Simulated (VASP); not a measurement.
**Na in VASP: convergence with PREC**

Input of the first run (PREC Low); the others differ in this setting and in those tied to it:

Contents of INCAR:

```
PREC = Low
ENCUT = 520
EDIFF = 1E-6
ISMEAR = 0
SIGMA = 0.02
LREAL = F
LASPH = T
NELM = 80
ALGO = Normal
ISIF = 2
LWAVE = F
LCHARG = F
NBANDS = 22
```

Contents of KPOINTS:

```
regular mesh
0
Gamma
  6 6 1
```

The input POSCAR:

```
Na
1.0
    3.7532005932      0.0000000000      0.0000000000
    1.8531458989      3.2637960981      0.0000000000
    0.0000000000      0.0000000000     24.2119172620
Na
4
Direct
    0.3389113921      0.3389113921      0.3097648120
    0.6778227842      0.6778227842      0.4365882707
    0.0167341763      0.0167341763      0.5634117293
    0.3556455685      0.3556455685      0.6902351880
```

Potentials or basis: VASP PAW LDA potentials, release 64 (Na_pv).

Launch:

```bash
$ cat potpaw_LDA.64/Na_pv/POTCAR > POTCAR
$ mpirun -np 1 vasp_std > vasp.out
```

Hardware: 1 thread of Intel(R) Xeon(R) Platinum 8259CL CPU @ 2.50GHz (Skylake/Cascade Lake), on a shared host.

| PREC | energy less the tightest run, at zero smearing (meV/atom) | largest force (eV/Å) | SCF cycles | CPU time (s) | peak memory (GiB) |
| --- | --- | --- | --- | --- | --- |
| Low | 0.18 | 0.095 | 19 | 45 | 0.19 |
| Medium | 0.14 | 0.061 | 19 | 45 | 0.18 |
| Single | 0.16 | 0.085 | 19 | 80 | 0.21 |
| Normal | -0.01 | 0.077 | 19 | 47 | 0.23 |
| High | 0.03 | 0.072 | 19 | 80 | 0.21 |
| Accurate | 0.00 | 0.079 | 19 | 83 | 0.29 |

Against the tightest run, the energy stays within 1 meV/atom from Low on. Not settled before the last step: the largest force (to 0.005 eV/Å). The tightest run that finished is the yardstick and may itself not be fully converged.
